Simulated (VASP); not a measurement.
Given:

```
Rh
1.0
    0.00000     1.88737     1.88737
    1.88737     0.00000     1.88737
    1.88737     1.88737     0.00000
Rh
1
Cartesian
  3.77473   3.77473   3.77473
```

Calculation: PBEsol GGA with spin-orbit coupling, VASP's PBE PAW potentials (set 64) (plane waves; VASP). Settings: 400 eV cut-off, 15×15×15 Γ-centred mesh, Gaussian smearing of 0.050 eV, potentials Rh_pv.

### Question
Give the energies of bands 7 to 18 at the high-symmetry points, in eV from the Fermi level.

### Answer

| band | Γ | X | U | L | W |
|---|---|---|---|---|---|
| 7 | -8.25 | -6.60 | -5.77 | -6.39 | -5.25 |
| 8 | -8.25 | -6.60 | -5.77 | -6.39 | -5.25 |
| 9 | -3.34 | -6.22 | -4.99 | -3.46 | -4.02 |
| 10 | -3.34 | -6.22 | -4.99 | -3.46 | -4.02 |
| 11 | -3.34 | 0.51 | -2.20 | -3.18 | -3.98 |
| 12 | -3.34 | 0.51 | -2.20 | -3.18 | -3.98 |
| 13 | -3.08 | 0.89 | -0.75 | 0.49 | -1.28 |
| 14 | -3.08 | 0.89 | -0.75 | 0.49 | -1.28 |
| 15 | -1.03 | 1.14 | 0.37 | 0.60 | 1.00 |
| 16 | -1.03 | 1.14 | 0.37 | 0.60 | 1.00 |
| 17 | -1.03 | 3.17 | 7.93 | 0.66 | 9.51 |
| 18 | -1.03 | 3.17 | 7.93 | 0.66 | 9.51 |

It has no gap at this level: it comes out as a metal or semimetal.

The compound is Rh in the fcc structure. It was relaxed first.
